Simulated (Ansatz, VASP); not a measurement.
# Ta3Sb (Ta3Sb (Pm-3n)) in two plane-wave programs, part 2 of 2

Aim: how closely do two programs agree when they are given the same cell, functional and k mesh? The cell is taken from a series of runs on this material, whose earlier steps may have relaxed, scaled, displaced or heated it; both programs get it as it stands.

VASP 6.6.1 and Ansatz 0.2.0.

So far: The starting structure; VASP: relaxation of cell and atoms, r2SCAN.

### Step 3. Ansatz: relaxation of cell and atoms, r2SCAN

Level of this step: Ansatz beside VASP: Kohn-Sham DFT, plane waves, r2SCAN (Ansatz).

Ansatz runs on its default PAW (the set named soft_2) files.

The same cell, functional, mesh and smearing now go to Ansatz.

The input, input.yaml:

```yaml
crystal:
  lattice:
    - [5.275098, 0.0, 0.0]
    - [0.0, 5.275098, 0.0]
    - [0.0, 0.0, 5.275098]
  atoms:
    - { symbol: Ta, position: [0.25, 0.0, 0.5] }
    - { symbol: Ta, position: [0.75, 0.0, 0.5] }
    - { symbol: Ta, position: [0.0, 0.5, 0.25] }
    - { symbol: Ta, position: [0.0, 0.5, 0.75] }
    - { symbol: Ta, position: [0.5, 0.75, 0.0] }
    - { symbol: Ta, position: [0.5, 0.25, 0.0] }
    - { symbol: Sb, position: [0.0, 0.0, 0.0] }
    - { symbol: Sb, position: [0.5, 0.5, 0.5] }
basis:
  ecutwfc: 500
  xc_grid: 2
hamiltonian:
  xc: r2scan
kpoints:
  mp_grid: { grid: [8, 8, 8] }
scf:
  occupations: { method: fermi_dirac, width: 0.05 }
  max_iter: 150
output:
  forces: true
  stress: true
relax:
  f_tol: 0.01
  max_steps: 60
  cell: {}
checkpoint:
  write: "../r2scan.run"
  compress: false
  write_wavefunctions: false
  write_every: 100000
```

The run is started by

```sh
$ ansatz run input.yaml --threads 1 --pin off --max-ram 2355MiB --backend cpu --events-out ev --progress --plain --runs-dir out
```

Numbers of over 12 decimals in the logs are rounded to 6 here.

The program printed:

```text
Engine: ansatz 0.2.0, aarch64-unknown-linux-gnu
Pseudopotentials: kind: paw
Pseudopotential: Ta, paw, valence charge 13, recommended cutoff 500 eV (meta_gga), Ta.paw.azcp
Pseudopotential: Sb, paw, valence charge 15, recommended cutoff 500 eV (meta_gga), Sb.paw.azcp
Functional definition: r2SCAN
  parameter k0 = 0.174
  parameter k1 = 0.065
  parameter a1 = 4.9479
  exchange = r2scan_x(k0 = k0, k1 = k1, a1 = a1)
  correlation = r2scan_c
Crystal: 8 atoms, lattice volume = 146.788 Å³
Basis set: ecut = 500 eV, 3743 PW (Γ), exchange–correlation on 80×80×80 points (8 copies of the dense FFT grid, shifted against one another)
Bands: 65, of which v1, the nominal top of the filled ones, is band 54 counted from 1 (53 counted from 0)
Symmetry: 48 space group operations
Space group: Pm-3n (ITA 223), of the structure as read, at distance tolerance 5.3e-5 Å
k-points: 35 of 512
Non-local potential: Ta, projectors of the file, l = 0: 3, l = 1: 2, l = 2: 2, l = 3: 1
Non-local potential: Sb, projectors of the file, l = 0: 2, l = 1: 2, l = 2: 2, l = 3: 2
PAW form: soft (Blöchl's): semilocal exchange-correlation on the pseudo side does not see the compensation charge
PAW frozen core: Ta, regenerated for the run's functional (the file was generated under x = pbe(κ = 0.804, μ = 0.219515), c = pbe(β = 0.066725))
PAW frozen core: Sb, regenerated for the run's functional (the file was generated under x = pbe(κ = 0.804, μ = 0.219515), c = pbe(β = 0.066725))
PAW one-centre angular grid: Ta, 590 points (default); XC on 160 Gauss nodes
PAW one-centre angular grid: Sb, 590 points (default); XC on 160 Gauss nodes
Initial density: superposition of atomic densities (neutral atoms: chi_scale 0, normalization atom), corrected by the library's trained network
Initial wavefunctions: pseudopotential atomic-orbital guess
Functional: x = r2scan, c = r2scan; τ floored in thin density (d = 2e-4 eV/Å³)
SCF iter   1: F=—  HF=-72665.312819 eV  |F-HF|=—  |Δ(HF+E_count)|=         —  Δρ=6.96e-3  dr2=4.17e-2  dr2_τ=1.21e-1  ethr=1.77e-3  ⟨swp⟩=6.5  Hψ=9024  notcnv=0  defer=18
preconditioner: auto → Kerker (q_TF=auto, 2.592 Å⁻¹)  [metal: Δε(μ)=0.059 eV  Ē_g=6.133 eV  σ=0.050 eV  W_gap=0.29  n_scr=32 (ndim 8)  ℏωp=19.4 eV  f_vac=0.000  D(μ)=3.17/eV (n_scr^D=18)]
SCF iter   2: F=—  HF=-72665.475608 eV  |F-HF|=—  |Δ(HF+E_count)|=   1.63e-1  Δρ=4.73e-3  dr2=1.88e-2  dr2_τ=1.38e-3  ethr=3.86e-5  ⟨swp⟩=2.1  Hψ=4506  notcnv=0  defer=117
SCF iter   3: F=—  HF=-72665.481753 eV  |F-HF|=—  |Δ(HF+E_count)|=   6.15e-3  Δρ=5.49e-4  dr2=4.97e-4  dr2_τ=1.67e-4  ethr=1.74e-5  ⟨swp⟩=2.0  Hψ=2928  notcnv=0  defer=117
SCF iter   4: F=—  HF=-72665.481836 eV  |F-HF|=—  |Δ(HF+E_count)|=   8.33e-5  Δρ=2.49e-4  dr2=6.63e-5  dr2_τ=4.07e-6  ethr=4.60e-7  ⟨swp⟩=2.3  Hψ=3204  notcnv=0  defer=117
SCF iter   5: F=—  HF=-72665.481840 eV  |F-HF|=—  |Δ(HF+E_count)|=   4.07e-6  Δρ=3.21e-5  dr2=2.39e-6  dr2_τ=6.00e-7  ethr=6.14e-8  ⟨swp⟩=2.0  Hψ=2857  notcnv=0  defer=117
SCF iter   6: F=—  HF=-72665.481840 eV  |F-HF|=—  |Δ(HF+E_count)|=   3.00e-7  Δρ=1.38e-5  dr2=1.86e-7  dr2_τ=1.29e-8  ethr=2.22e-9  ⟨swp⟩=2.1  Hψ=3205  notcnv=0  defer=117
SCF iter   7: F=-72665.481840 eV  HF=-72665.481840 eV  |F-HF|=8.03e-9  |Δ(HF+E_count)|=   1.19e-7  Δρ=5.13e-6  dr2=2.22e-8  dr2_τ=2.90e-9  ethr=9.26e-11  ⟨swp⟩=4.6  Hψ=6970  notcnv=0
SCF 1 converged in 7 iterations: F = -72665.481840 eV  dr2 = 2.22e-8
  greatest PAW one-centre occupation: 0.998 electrons in one spin orbital (limit 2), on the Ta atom at site 1 (counted from 0), in its partial waves of l = 0
relax step   1: F+E_penalty+E_count = -72665.48184023 eV  Δ(F+E_penalty+E_count) = +0.000e0 eV  max|allowed force component| = 1.200e-17 eV/Å  Δτ_max = 0.0000 Å  P = -0.600 GPa  Ω = 146.788 Å³  (7 SCF iters, dr2 threshold 1.00e-7 eV, accepted)
[...]
relax step   2: F+E_penalty+E_count = -72665.47253523 eV  Δ(F+E_penalty+E_count) = +9.305e-3 eV  max|allowed force component| = 2.125e-17 eV/Å  Δτ_max = 0.0000 Å  P = +2.212 GPa  Ω = 144.767 Å³  energy of the carried Pulay correction = +6.629e-4 eV  (5 SCF iters, dr2 threshold 8.00e-7 eV, rejected (line search))
[...]
relax step   3: F+E_penalty+E_count = -72665.48281275 eV  Δ(F+E_penalty+E_count) = -9.725e-4 eV  max|allowed force component| = 3.368e-17 eV/Å  Δτ_max = 0.0000 Å  P = -0.010 GPa  Ω = 146.353 Å³  energy of the carried Pulay correction = +1.421e-4 eV  (8 SCF iters, accepted)
[...]
relax step   4: F+E_penalty+E_count = -72665.48267739 eV  Δ(F+E_penalty+E_count) = +1.354e-4 eV  max|allowed force component| = 1.995e-17 eV/Å  Δτ_max = 0.0000 Å  P = -0.011 GPa  Ω = 146.353 Å³  stress off target by 1.05e-2 GPa  SCF on the basis re-selected at this cell (its energy is not comparable with the rows above)  (3 SCF iters)
basis re-selected at this cell: Δ(F+E_penalty+E_count) = +1.354e-4 eV, ΔP = -0.001 GPa vs the last step (what re-selecting the basis moved, of the pressure what is left beyond the Pulay correction that the steps carried, after the strain that the cell walked since its last selection, with what the two solves' SCF thresholds leave and, on support functions, any second-order correction that the steps lacked; it is no m [...]
SCF converged after 3 iterations
Free energy (F): -72665.482677 eV
Harris-Foulkes:  -72665.482677 eV  (|F-HF|=5.82e-11)
Internal energy: -72665.457609 eV  (E = F + TS)
E sigma→0 (E₀):  -72665.470143 eV
Entropy (-TS):   -0.025068 eV (-3.134 meV/atom)
Fermi energy:    18.616612 eV
--- Per-component energies (eV) ---
  E_band       = -841.422800
  E_kinetic    = 2626.944370
  E_local      = -5665.911182  (includes V_loc(G=0)·N_el)
  E_nonlocal   = 824.182178
  E_hartree    = 2295.674798
  E_xc         = -1485.876075
  E_vxc        = -1544.357710  (∫ρ·V_xc dr)
  E_paw        = -59752.506594  (= ΣΔE_a)
  E_vpaw       = -1754.529314  (= ΣTr[D̂ρ^β])
  E_aug_tail   = 0.000491  (compensation charges beyond the density's cutoff)
  E_vtau       = 80.898660  (kinetic-family band-sum trace: ∫τ·v_τ [+ j·A + Jᵃ·Aᵃ] dr)
  E_ewald      = -11504.439988
  E_core_change = -3.525608  (= ΣΔE_core)
  E_smearing   = -0.025068  (= −TS)
  E_closure    = 0.000000  (closes the sum)
  Σ components = -72665.482677   (vs F -72665.482677, Δ=0.00e0)
--- Forces (eV/Å), atoms counted from 1 ---
  atom   1  Ta    -0.00000000    -0.00000000     0.00000000
  atom   2  Ta     0.00000000     0.00000000    -0.00000000
  atom   3  Ta     0.00000000     0.00000000     0.00000000
  atom   4  Ta    -0.00000000    -0.00000000    -0.00000000
  atom   5  Ta    -0.00000000     0.00000000    -0.00000000
  atom   6  Ta     0.00000000    -0.00000000     0.00000000
  atom   7  Sb     0.00000000    -0.00000000     0.00000000
  atom   8  Sb     0.00000000    -0.00000000     0.00000000
  max |Σ_I F_I| component: 1.73e-17 eV/Å
--- Stress (GPa, compression-positive) ---
       -0.010527      -0.000000      -0.000000
       -0.000000      -0.010527      -0.000000
       -0.000000      -0.000000      -0.010527
  P = ⅓ Tr σ = -0.0105 GPa (-0.105 kbar)
--- Relaxed structure (3 steps of the walk, 2 accepted, 1 SCFs on fresh bases) ---
  F+E_penalty+E_count = -72665.48267739 eV   max|allowed force component| = 1.995e-17 eV/Å   (the final SCF, on the basis selected at the relaxed cell)
  cell:  # Å, volume = 146.3526 Å³
    - [5.269873, 0, 0]
    - [0.0, 5.269873, 0]
    - [0, 0, 5.269873]
  atoms:
    - { symbol: Ta, position: [0.25, 0, 0.5] }
    - { symbol: Ta, position: [0.750000, 0, 0.5] }
    - { symbol: Ta, position: [0, 0.5, 0.25] }
    - { symbol: Ta, position: [0, 0.5, 0.750000] }
    - { symbol: Ta, position: [0.5, 0.750000, 0] }
    - { symbol: Ta, position: [0.5, 0.25, 0] }
    - { symbol: Sb, position: [0, 0, 0] }
    - { symbol: Sb, position: [0.5, 0.5, 0.5] }
```

The column dr2 measures how far the density is from self-consistency, as an energy; F and HF (Harris–Foulkes) agree once it is small.

### Step 4. Differences

Known differences besides the potentials themselves: VASP keeps PBE cores, Ansatz makes them for the functional; the data sets hold 108 valence electrons in Ansatz (on its default PAW (the set named soft_2) files) and 76 in VASP; the cutoff is 500 eV in Ansatz and 550 eV in VASP; Ansatz adds a Pulay correction to the stress that steers its cell, VASP none. Total energies have different zeros and are not compared.

Compared:

```tsv
quantity	Ansatz	VASP	difference
volume (Å³)	146.35	146.82	-0.32 %
edge a after relaxation, in the typed setting (Å)	5.270	5.276	-0.11 %
```

### Step 5. What came out

```json
{
 "difference in volume (relaxation of cell and atoms, r2SCAN)": "-0.32 %"
}
```

**Reading.** The difference in volume is -0.32 % (relaxation of cell and atoms, r2SCAN), within the 1.2 % picked in this series as the mark of a large difference, as far as the stopping tolerances let one tell. The data sets hold unlike numbers of valence electrons (108 in Ansatz and 76 in VASP), so part of the differences may come from the potentials. How closely two codes agree says nothing of how well the functional describes the real material.

[Lines on the potential files, build, host, timing and source positions are cut from VASP's logs without a mark.]

[Logs are printed without paths, hosts, clocks, repeated set-up lines and the standing remarks that a program may print on its own settings, such as how far it seeks lower states.]

[Hosts, paths, dates, database ids (printed as entryN), source tags and the programs' standing remarks are cut or masked in the printed files.]
